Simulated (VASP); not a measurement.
All values below come from PBE GGA, VASP's PBE PAW potentials (set 64) (plane waves; VASP 6.6.1).

Input for VASP

File POSCAR:
```
Re
1
    1.3861266704    -2.4008417029    -0.0000000000
    1.3861266704     2.4008417029     0.0000000000
    0.0000000000     0.0000000000     4.4856314381
Re
2
Direct
  0.3333330000   0.6666670000   0.2500000000
  0.6666670000   0.3333330000   0.7500000000
```

KPOINTS:
```
Automatic mesh
0
Gamma
14 14 8
0 0 0
```

**INCAR**
```
ALGO  =  Normal
EDIFF  =  1E-7
ENCUT  =  480
GGA  =  PE
ISIF  =  2
ISMEAR  =  1
LASPH  =  .True.
LCHARG  =  .False.
LMAXMIX  =  6
LREAL  =  .False.
LWAVE  =  .False.
NELM  =  100
PREC  =  Accurate
SIGMA  =  0.1
SYSTEM  =  Re
```

POTCAR, in this order: Re (PBE.64 set). Program: vasp_std.

What VASP printed:

### OUTCAR
```
 ion  position               nearest neighbor table
   1  0.333  0.667  0.250-   2 2.76   2 2.76   2 2.76   2 2.76   2 2.76   2 2.76
   2  0.667  0.333  0.750-   1 2.76   1 2.76   1 2.76   1 2.76   1 2.76   1 2.76
  LATTYP: Found a hexagonal cell.
 ALAT       =     2.7722532404
 C/A-ratio  =     1.6180453404
 Subroutine PRICEL returns:
 Original cell was already a primitive cell.
 Subroutine GETGRP returns: Found 24 space group operations
The static configuration has the point symmetry D_3d.
 The point group associated with its full space group is D_6h.
The dynamic configuration has the point symmetry D_3d.
 Subroutine INISYM returns: Found 24 space group operations
 Subroutine IBZKPT returns following result:
 Found    120 irreducible k-points:

 Following reciprocal coordinates:
            Coordinates               Weight
  0.000000  0.000000  0.000000      1.000000
  0.071429  0.000000  0.000000      6.000000
  0.142857  0.000000  0.000000      6.000000
  0.214286  0.000000  0.000000      6.000000
  0.285714  0.000000  0.000000      6.000000
  0.357143  0.000000  0.000000      6.000000
  0.428571  0.000000  0.000000      6.000000
  0.500000  0.000000  0.000000      3.000000
  0.071429  0.071429  0.000000      6.000000
  0.142857  0.071429  0.000000     12.000000
  0.214286  0.071429  0.000000     12.000000
  0.285714  0.071429  0.000000     12.000000
  0.357143  0.071429  0.000000     12.000000
  0.428571  0.071429  0.000000     12.000000
  0.142857  0.142857  0.000000      6.000000
  0.214286  0.142857  0.000000     12.000000
  0.285714  0.142857  0.000000     12.000000
  0.357143  0.142857  0.000000     12.000000
  0.428571  0.142857  0.000000      6.000000
  0.214286  0.214286  0.000000      6.000000
  0.285714  0.214286  0.000000     12.000000
  0.357143  0.214286  0.000000     12.000000
  0.285714  0.285714  0.000000      6.000000
  0.357143  0.285714  0.000000      6.000000
  0.000000  0.000000  0.125000      2.000000
  0.071429  0.000000  0.125000     12.000000
  0.142857  0.000000  0.125000     12.000000
  0.214286  0.000000  0.125000     12.000000
  0.285714  0.000000  0.125000     12.000000
  0.357143  0.000000  0.125000     12.000000
  0.428571  0.000000  0.125000     12.000000
  0.500000  0.000000  0.125000      6.000000
  0.071429  0.071429  0.125000     12.000000
  0.142857  0.071429  0.125000     24.000000
  0.214286  0.071429  0.125000     24.000000
  0.285714  0.071429  0.125000     24.000000
  0.357143  0.071429  0.125000     24.000000
  0.428571  0.071429  0.125000     24.000000
  0.142857  0.142857  0.125000     12.000000
  0.214286  0.142857  0.125000     24.000000
   k-points           NKPTS =    120   k-points in BZ     NKDIM =    120   number of bands    NBANDS=     11
   number of dos      NEDOS =    301   number of ions     NIONS =      2
   total plane-waves  NPLWV =  12800
   dimension x,y,z NGX =    20 NGY =   20 NGZ =   32
   dimension x,y,z NGXF=    40 NGYF=   40 NGZF=   64
   ions per type =               2
   PREC   = accura    normal or accurate (medium, high low for compatibility)
   ISTART =      0    job   : 0-new  1-cont  2-samecut
   ICHARG =      2    charge: 1-file 2-atom 10-const
   ISPIN  =      1    spin polarized calculation?
   LNONCOLLINEAR =      F non collinear calculations
   LSORBIT =      F    spin-orbit coupling
   INIWAV =      1    electr: 0-lowe 1-rand  2-diag
   ENCUT  =  480.0 eV  35.28 Ry    5.94 a.u.   4.95  4.95  8.01*2*pi/ulx,y,z
   NELM   =    100;   NELMIN=  2; NELMDL= -5     # of ELM steps
   EDIFF  = 0.1E-06   stopping-criterion for ELM
   LREAL  =      F    real-space projection
...
```

OSZICAR:
```
       N       E                     dE             d eps       ncg     rms          rms(c)
DAV:   1     0.256119361064E+02    0.25612E+02   -0.66438E+03  4936   0.150E+03
DAV:   2    -0.207276564108E+02   -0.46340E+02   -0.40215E+02  4378   0.322E+02
DAV:   3    -0.259825550243E+02   -0.52549E+01   -0.43525E+01  4618   0.201E+02
DAV:   4    -0.262604111843E+02   -0.27786E+00   -0.24873E+00  4799   0.229E+01
DAV:   5    -0.262742252259E+02   -0.13814E-01   -0.12674E-01  4649   0.295E+00    0.416E+01
DAV:   6    -0.252217332639E+02    0.10525E+01   -0.10616E+00  4918   0.322E+01    0.167E+01
DAV:   7    -0.248680905274E+02    0.35364E+00   -0.73598E-01  5089   0.257E+01    0.734E-01
DAV:   8    -0.248540308479E+02    0.14060E-01   -0.12334E-02  5193   0.160E+00    0.262E-01
DAV:   9    -0.248533855356E+02    0.64531E-03   -0.49440E-04  5133   0.232E-01    0.368E-02
DAV:  10    -0.248534013606E+02   -0.15825E-04   -0.42291E-05  4705   0.652E-02    0.502E-03
DAV:  11    -0.248534008536E+02    0.50700E-06   -0.59140E-07  3735   0.175E-02    0.284E-03
DAV:  12    -0.248533999391E+02    0.91452E-06   -0.46006E-08  2403   0.646E-03    0.675E-04
DAV:  13    -0.248533999287E+02    0.10455E-07   -0.21812E-08  2361   0.604E-03
   1 F= -.24853400E+02 E0= -.24853705E+02  d E =0.913974E-03
```

**OUTCAR**
```
------------------------ aborting loop because EDIFF is reached ----------------------------------------
  FORCE on cell =-STRESS in cart. coord.  units (eV):
  Direction    XX          YY          ZZ          XY          YZ          ZX
  --------------------------------------------------------------------------------------
  Total        0.0172735      0.0172735      0.0125171     -0.0000000      0.0000000      0.0000000
  in kB        0.9269835      0.9269834      0.6717306     -0.0000000      0.0000000      0.0000000
  external PRESSURE =       0.8418991 kB  Pullay stress =       0.0000000 kB
  volume of cell :       29.86
      direct lattice vectors                 reciprocal lattice vectors
     1.386126670 -2.400841703  0.000000000     0.360717394 -0.208260294  0.000000000
     1.386126670  2.400841703  0.000000000     0.360717394  0.208260294  0.000000000
     0.000000000  0.000000000  4.485631438     0.000000000  0.000000000  0.222934054
 POSITION                                       TOTAL-FORCE (eV/Angst)
 -----------------------------------------------------------------------------------
      1.38613      0.80028      1.12141         0.000000      0.000000      0.000000
      1.38613     -0.80028      3.36422        -0.000000     -0.000000      0.000000
 -----------------------------------------------------------------------------------
    total drift:                                0.000000      0.000009     -0.000016
  FREE ENERGIE OF THE ION-ELECTRON SYSTEM (eV)
  ---------------------------------------------------
  free  energy   TOTEN  =       -24.8533999287 eV

  energy  without entropy=      -24.8543139025  energy(sigma->0) =      -24.85370459
```
(Selected blocks of OUTCAR.)

The compound is Re in the hcp structure. It was relaxed first.
